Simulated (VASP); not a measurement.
Output of a VASP run:

OUTCAR:
```
 ion  position               nearest neighbor table
   1  0.167  0.833  0.167-   2 1.42   2 1.42   2 1.42
   2  0.833  0.167  0.833-   1 1.42   1 1.42   1 1.42
  LATTYP: Found a face centered orthorhombic cell.
 ALAT       =     2.4560000000
 B/A-ratio  =     1.7320846906
 C/A-ratio  =     2.7263843648
 Subroutine PRICEL returns:
 Original cell was already a primitive cell.
 Subroutine GETGRP returns: Found  8 space group operations
The static configuration has the point symmetry D_2h.
The dynamic configuration has the point symmetry D_2h.
 Subroutine INISYM returns: Found  8 space group operations
 Subroutine IBZKPT returns following result:
 Found    343 irreducible k-points:

 Following reciprocal coordinates:
            Coordinates               Weight
  0.000000  0.000000  0.000000      1.000000
  0.076923  0.000000  0.000000      8.000000
  0.153846  0.000000 -0.000000      8.000000
  0.230769 -0.000000 -0.000000      8.000000
  0.307692  0.000000 -0.000000      8.000000
  0.384615  0.000000 -0.000000      8.000000
  0.461538  0.000000  0.000000      8.000000
  0.076923  0.076923  0.000000      2.000000
  0.153846  0.076923  0.000000      8.000000
  0.230769  0.076923 -0.000000      8.000000
  0.307692  0.076923 -0.000000      8.000000
  0.384615  0.076923 -0.000000      8.000000
  0.461538  0.076923  0.000000      8.000000
 -0.461538  0.076923  0.000000      8.000000
 -0.384615  0.076923  0.000000      8.000000
 -0.307692  0.076923  0.000000      8.000000
 -0.230769  0.076923  0.000000      8.000000
 -0.153846  0.076923  0.000000      8.000000
 -0.076923  0.076923  0.000000      4.000000
  0.153846  0.153846  0.000000      2.000000
  0.230769  0.153846 -0.000000      8.000000
  0.307692  0.153846 -0.000000      8.000000
  0.384615  0.153846 -0.000000      8.000000
  0.461538  0.153846  0.000000      8.000000
 -0.461538  0.153846  0.000000      8.000000
 -0.384615  0.153846  0.000000      8.000000
 -0.307692  0.153846  0.000000      8.000000
 -0.230769  0.153846  0.000000      8.000000
 -0.153846  0.153846  0.000000      4.000000
  0.230769  0.230769  0.000000      2.000000
  0.307692  0.230769  0.000000      8.000000
  0.384615  0.230769 -0.000000      8.000000
  0.461538  0.230769 -0.000000      8.000000
 -0.461538  0.230769  0.000000      8.000000
 -0.384615  0.230769  0.000000      8.000000
 -0.307692  0.230769  0.000000      8.000000
 -0.230769  0.230769  0.000000      4.000000
  0.307692  0.307692  0.000000      2.000000
  0.384615  0.307692 -0.000000      8.000000
  0.461538  0.307692 -0.000000      8.000000
 Subroutine IBZKPT_HF returns following result:
   k-points           NKPTS =    343   k-points in BZ     NKDIM =    343   number of bands    NBANDS=      8
   number of dos      NEDOS =    301   number of ions     NIONS =      2
   total plane-waves  NPLWV =  10752
   dimension x,y,z NGX =    28 NGY =   24 NGZ =   16
   dimension x,y,z NGXF=    56 NGYF=   48 NGZF=   32
   ions per type =               2
   PREC   = accura    normal or accurate (medium, high low for compatibility)
   ISTART =      0    job   : 0-new  1-cont  2-samecut
   ICHARG =      2    charge: 1-file 2-atom 10-const
   ISPIN  =      1    spin polarized calculation?
   LNONCOLLINEAR =      F non collinear calculations
   LSORBIT =      F    spin-orbit coupling
   INIWAV =      1    electr: 0-lowe 1-rand  2-diag
   ENCUT  =  400.0 eV  29.40 Ry    5.42 a.u.   6.47  5.82  4.01*2*pi/ulx,y,z
   NELM   =    100;   NELMIN=  2; NELMDL= -5     # of ELM steps
   EDIFF  = 0.1E-07   stopping-criterion for ELM
   LREAL  =      F    real-space projection
   NLSPLINE    = F    spline interpolate recip. space projectors
   LMAXMIX     =    2 max onsite mixed and CHGCAR
   VOSKOWN=      0    Vosko Wilk Nusair interpolation
   EDIFFG = 0.1E-06   stopping-criterion for IOM
...
```

OSZICAR:
```
...
  Degree of freedom:   1/  3
       N       E                     dE             d eps       ncg     rms          rms(c)
RMM:   1    -0.128415783362E+00   -0.12842E+00   -0.73835E-03 21301   0.278E+00
RMM:   2    -0.117012895980E+00    0.11403E-01   -0.31120E-03 14858   0.545E-01    0.241E-01
RMM:   3    -0.116974718837E+00    0.38177E-04   -0.59418E-04 14474   0.221E-01    0.130E-01
RMM:   4    -0.117992421939E+00   -0.10177E-02   -0.64698E-04 13982   0.222E-01    0.151E-02
RMM:   5    -0.117960957851E+00    0.31464E-04   -0.10353E-05 16037   0.301E-02    0.133E-03
RMM:   6    -0.117967240034E+00   -0.62822E-05   -0.71264E-07 16002   0.331E-03    0.594E-04
RMM:   7    -0.117963111232E+00    0.41288E-05   -0.14322E-07 16135   0.789E-04    0.147E-04
RMM:   8    -0.117964544797E+00   -0.14336E-05   -0.68897E-08 16229   0.288E-04    0.189E-05
RMM:   9    -0.117964444190E+00    0.10061E-06   -0.44282E-08 17226   0.554E-05    0.478E-06
RMM:  10    -0.117964444236E+00   -0.46337E-10   -0.49511E-08 17215   0.950E-06    0.131E-06
 Linear response progress:
  Degree of freedom:   2/  3
       N       E                     dE             d eps       ncg     rms          rms(c)
RMM:   1    -0.126029101448E+00   -0.12603E+00    0.15350E-02 11827   0.276E+00
RMM:   2    -0.116989318271E+00    0.90398E-02   -0.32288E-03  8673   0.558E-01    0.240E-01
RMM:   3    -0.116988970593E+00    0.34768E-06   -0.60290E-04  8354   0.222E-01    0.129E-01
RMM:   4    -0.117996060937E+00   -0.10071E-02   -0.61291E-04  8116   0.220E-01    0.152E-02
RMM:   5    -0.117976288745E+00    0.19772E-04   -0.79307E-06  9245   0.298E-02    0.251E-03
RMM:   6    -0.117975697839E+00    0.59091E-06    0.11508E-08  9319   0.312E-03    0.637E-04
RMM:   7    -0.117973684685E+00    0.20132E-05    0.53558E-08  9510   0.566E-04    0.244E-04
RMM:   8    -0.117973843330E+00   -0.15864E-06    0.24196E-08  9797   0.183E-04    0.210E-05
RMM:   9    -0.117973629389E+00    0.21394E-06   -0.26563E-09  9945   0.543E-05    0.104E-05
RMM:  10    -0.117973747922E+00   -0.11853E-06   -0.33373E-10  9502   0.210E-05    0.116E-06
RMM:  11    -0.117973746330E+00    0.15923E-08   -0.14147E-09  9318   0.551E-06    0.748E-07
 Linear response progress:
  Degree of freedom:   3/  3
       N       E                     dE             d eps       ncg     rms          rms(c)
RMM:   1    -0.120487277890E+00   -0.12049E+00    0.62711E-02 17974   0.252E+00
RMM:   2    -0.121144982010E+00   -0.65770E-03   -0.12314E-03 14476   0.330E-01    0.193E-01
RMM:   3    -0.121011531875E+00    0.13345E-03   -0.46351E-04 13427   0.175E-01    0.987E-02
RMM:   4    -0.121331477543E+00   -0.31995E-03   -0.25095E-04 13921   0.131E-01    0.203E-02
RMM:   5    -0.121206222995E+00    0.12525E-03   -0.86293E-06 15513   0.256E-02    0.201E-03
RMM:   6    -0.121207870079E+00   -0.16471E-05   -0.18694E-07 16195   0.365E-03    0.691E-04
RMM:   7    -0.121197783433E+00    0.10087E-04   -0.15921E-08 14730   0.111E-03    0.747E-05
RMM:   8    -0.121198668680E+00   -0.88525E-06   -0.36320E-10 16790   0.203E-04    0.332E-05
RMM:   9    -0.121198413371E+00    0.25531E-06    0.37969E-10 15747   0.752E-05    0.268E-06
RMM:  10    -0.121198411881E+00    0.14898E-08    0.14716E-09 18030   0.140E-05    0.134E-06
 Linear response finished
```

### OUTCAR
```
------------------------ aborting loop because EDIFF is reached ----------------------------------------

 HEAD OF MICROSCOPIC STATIC DIELECTRIC TENSOR (INDEPENDENT PARTICLE, excluding Hartree and local field effects)
 ------------------------------------------------------
          17.058673     0.000000     0.000000
           0.000000    33.219692     0.000000
           0.000000     0.000000     3.491928
 ------------------------------------------------------

 MACROSCOPIC STATIC DIELECTRIC TENSOR (including local field effects in DFT)
 ------------------------------------------------------
          16.975439    -0.000000     0.000000
           0.000000    32.902462     0.000000
           0.000000     0.000000     3.071973
 ------------------------------------------------------

 PIEZOELECTRIC TENSOR (including local field effects)  for field in x, y, z        (e  Angst)
          XX          YY          ZZ          XY          YZ          ZX
  --------------------------------------------------------------------------------
  x     0.00000     0.00000     0.00000     0.00000     0.00000     0.00000
  y     0.00000     0.00000     0.00000     0.00000     0.00000     0.00000
  z     0.00000     0.00000     0.00000     0.00000     0.00000     0.00000

 PIEZOELECTRIC TENSOR (including local field effects)  for field in x, y, z        (C/m^2)
          XX          YY          ZZ          XY          YZ          ZX
  --------------------------------------------------------------------------------
  x     0.00000     0.00000     0.00000     0.00000     0.00000     0.00000
  y     0.00000     0.00000     0.00000     0.00000     0.00000     0.00000
  z     0.00000     0.00000     0.00000     0.00000     0.00000     0.00000

 BORN EFFECTIVE CHARGES (including local field effects) (in |e|, cummulative output)
 ---------------------------------------------------------------------------------
 ion    1
    1     0.00000     0.00000     0.00000
    2     0.00000     0.00000     0.00000
    3     0.00000     0.00000     0.00000
 ion    2
    1     0.00000     0.00000     0.00000
    2     0.00000     0.00000     0.00000
    3     0.00000     0.00000     0.00000

   1 f  =   47.379263 THz   297.692687 2PiTHz 1580.402087 cm-1   195.944798 meV
             X         Y         Z           dx          dy          dz
      1.228000  0.709014  3.348000    -0.000000    0.707107   -0.000000
      1.228000  3.544986  3.348000     0.000000   -0.707107   -0.000000

   2 f  =   47.289922 THz   297.131344 2PiTHz 1577.422008 cm-1   195.575315 meV
             X         Y         Z           dx          dy          dz
      1.228000  0.709014  3.348000    -0.707107    0.000000    0.000000
      1.228000  3.544986  3.348000     0.707107    0.000000    0.000000

   3 f  =   26.559521 THz   166.878392 2PiTHz  885.930261 cm-1   109.841304 meV
             X         Y         Z           dx          dy          dz
      1.228000  0.709014  3.348000    -0.000000    0.000000    0.707107
      1.228000  3.544986  3.348000     0.000000    0.000000   -0.707107

   4 f  =    0.000001 THz     0.000004 2PiTHz    0.000022 cm-1     0.000003 meV
             X         Y         Z           dx          dy          dz
      1.228000  0.709014  3.348000    -0.000343    0.485035    0.514529
      1.228000  3.544986  3.348000    -0.000343    0.485035    0.514529

   5 f/i=    0.000000 THz     0.000003 2PiTHz    0.000014 cm-1     0.000002 meV
             X         Y         Z           dx          dy          dz
      1.228000  0.709014  3.348000     0.707077   -0.004444    0.004660
      1.228000  3.544986  3.348000     0.707077   -0.004444    0.004660

   6 f/i=    0.000000 THz     0.000003 2PiTHz    0.000016 cm-1     0.000002 meV
             X         Y         Z           dx          dy          dz
      1.228000  0.709014  3.348000    -0.006430   -0.514510    0.485013
      1.228000  3.544986  3.348000    -0.006430   -0.514510    0.485013
...
```
(Selected blocks of OUTCAR.)

File POSCAR:
```
C
1
    0.0000000000     2.1270000000     3.3480000000
    1.2280000000     0.0000000000     3.3480000000
    1.2280000000     2.1270000000     0.0000000000
C
2
Direct
  0.1666700000   0.8333300000   0.1666700000
  0.8333300000   0.1666700000   0.8333300000
```

Q: Reconstruct the remaining input files.

A: This is not unique; one that fits is the input of the run itself, LDA (Ceperley-Alder, Perdew-Zunger), plane waves, VASP's LDA PAW potentials (set 64).

KPOINTS:
```
Regular mesh
0
gamma
  13 13 13
0 0 0
```

INCAR:
```
SYSTEM=C
PREC=Accurate; ENCUT=400; LREAL=.False.
LASPH=.True.
EDIFF=1E-8; NELM=100; ALGO=Normal
ISMEAR=0; SIGMA=0.1
IBRION=8; NSW=1; ISIF=2
LWAVE=.False.; LCHARG=.False.
LEPSILON=.True.
```

POTCAR, in this order: C (LDA.64 set). Program: vasp_std.

The dielectric response may not be converged in the k-mesh; for small gaps it tends to come out too large.

The structure comes from a measured C entry of the Crystallography Open Database, whose conditions weren't checked. The cell was not relaxed at this level. The run is one of a series of settings (EDIFF = 1E-8, GGA removed, IBRION = 8, LEPSILON = .TRUE., NSW = 1, POTCAR C (LDA.64 set) against the base run), some of them coarse on purpose.
